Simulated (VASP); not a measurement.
Energy against volume of CrO$_{2}$ (rutile). All values below come from vdW-DF2, VASP's PBE PAW potentials (set 64) (plane waves; VASP). Run with 520 eV cut-off, 7×7×10 Γ-centred mesh, first-order Methfessel-Paxton smearing of 0.10 eV, potentials Cr_pv O.

Shape and ions are relaxed at each volume.

| V (Å³/atom) | E (eV/atom) |
|---|---|
| 9.793 | -6.15751 |
| 10.096 | -6.16448 |
| 10.399 | -6.15924 |
| 10.702 | -6.14385 |

### Question
Fit these four points and predict the energy of the run at 9.490 Å³/atom.

### Answer
A cubic in V^(−2/3), the third-order Birch-Murnaghan form, passes through the four points with V0 = 10.11 Å³/atom and B0 = 213 GPa, and gives -6.1359 eV/atom there. The run gave -6.1360 eV/atom, -0.1 meV/atom from the fit; all five points give B0 = 213 GPa.

The compound is CrO2 in the rutile structure. It was relaxed first, which changed the volume by +6 %.
